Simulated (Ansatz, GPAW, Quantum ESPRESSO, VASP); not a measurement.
## One calculation of Tl3Cu, 4 ways

```
Tl Cu
1.0
     4.71700    0.00000    0.00000
     0.00000    4.71700    0.00000
     0.00000    0.00000    4.71700
Tl Cu
3 1
Direct
  0.48604 0.49439 0.99891
  0.48620 0.99816 0.49703
  0.99509 0.49394 0.50977
  0.99723 0.00284 0.00647
```

The cell comes from a database or a generator and needn't be the stable form of this composition.

Atoms were shifted at random by some hundredths of an Å from the given cell, which wasn't relaxed again for these runs.

Alike in all runs: task single point; functional PBE; k mesh 6 × 6 × 6; occupations fermi-dirac, width 0.05 eV; no spin polarisation; no spin-orbit coupling. Pressure is positive in compression and, in plane waves, holds the error of the finite cutoff, which Ansatz's Pulay term estimates and takes out.

| program and potentials | plane-wave cutoff (eV) | notes | band gap (eV) | pressure (GPa) | largest force (eV/Å) | energy over the undisturbed cell (meV/atom) |
| --- | --- | --- | --- | --- | --- | --- |
| Ansatz, Ansatz PAW | 420 | 14.5 valence electrons an atom on average; Pulay term of +0.05 GPa included | no gap | 0.07 | 0.181 | 1.41 |
| GPAW, GPAW PAW data sets (gpaw-data 1.2.1) | 600 | 12.5 valence electrons an atom on average; this data set often lies off other programs | no gap | -0.26 | 0.175 | 1.36 |
| VASP, PBE PAW files Cu, Tl_d, 520 eV | 520 | 12.5 valence electrons an atom on average | no gap | 0.05 | 0.181 | - |
| Quantum ESPRESSO, SSSP 1.3 efficiency PBE | 748 | 12.5 valence electrons an atom on average | no gap | -0.32 | 0.181 | 1.40 |

Force on atom 3 (Tl), eV/Å:

| program and potentials | x | y | z |
| --- | --- | --- | --- |
| Ansatz, Ansatz PAW | -0.163 | 0.036 | -0.069 |
| GPAW, GPAW PAW data sets (gpaw-data 1.2.1) | -0.158 | 0.035 | -0.067 |
| VASP, PBE PAW files Cu, Tl_d, 520 eV | -0.163 | 0.037 | -0.069 |
| Quantum ESPRESSO, SSSP 1.3 efficiency PBE | -0.163 | 0.036 | -0.069 |

None finds a gap. The pressure spans -0.32 (Quantum ESPRESSO, SSSP 1.3 efficiency PBE) to 0.07 GPa (Ansatz, Ansatz PAW).

Differences between rows come from potentials, basis sets and numerical settings, since the functional is the same but for its coding. Runs on potential files found faulty are left out.
